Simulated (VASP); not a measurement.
A run of VASP 6.6.1 is set up as follows.

File INCAR:

```
SYSTEM = Be3ZnTe4
  PREC = Accurate
  ENCUT = 520
  EDIFF = 1E-6
  ISMEAR = 0
  SIGMA = 0.03
  LREAL = .FALSE.
  LASPH = .TRUE.
  NELM = 120
  ALGO = Normal
  ISIF = 3
  LWAVE = .FALSE.
  LCHARG = .FALSE.
  GGA = PE
  IBRION = 2
  NSW = 90
  EDIFFG = -0.01
  KPAR = 8
```

Contents of KPOINTS:

```
regular mesh
0
G
  6 6 2
  0 0 0
```

File POSCAR:

```
Be3ZnTe4
1.0
    4.0960000000      0.0000000000      0.0000000000
    0.0000000000      4.0960000000      0.0000000000
    0.0000000000      0.0000000000     11.5560000000
Be Zn Te
3 1 4
Direct
    0.5000000000      0.5000000000      0.7394427100
    0.5000000000      0.5000000000      0.2605572900
    0.0000000000      0.0000000000      0.5000000000
    0.0000000000      0.0000000000      0.0000000000
    0.0000000000      0.5000000000      0.8571304900
    0.5000000000      0.0000000000      0.1428695100
    0.5000000000      0.0000000000      0.6194184800
    0.0000000000      0.5000000000      0.3805815200
```

Potentials or basis: VASP PAW PBE potentials, release 64 (Be, Zn, Te).

Command:

```bash
$ cat potpaw_PBE.64/Be/POTCAR potpaw_PBE.64/Zn/POTCAR potpaw_PBE.64/Te/POTCAR > POTCAR
$ mpirun -np 8 vasp_std > vasp.out
```

(1) Estimate the relaxed cell.

(2) Estimate the relaxed volume.

(3) What does it give for the space group after relaxing (to 0.05 Å)?

(4) What does it give for the band gap on the k mesh?

## Answers

(1) a = 4.090 Å, b = 4.090 Å, c = 11.656 Å, α = 90.00°, β = 90.00°, γ = 90.00°.

(2) 24.37 Å³/atom.

(3) P-4m2 (No. 115).

(4) 1.95 eV, indirect (least direct gap 1.96 eV).

Caveat: spin-orbit coupling is left out, which moves the levels of the heavy elements.
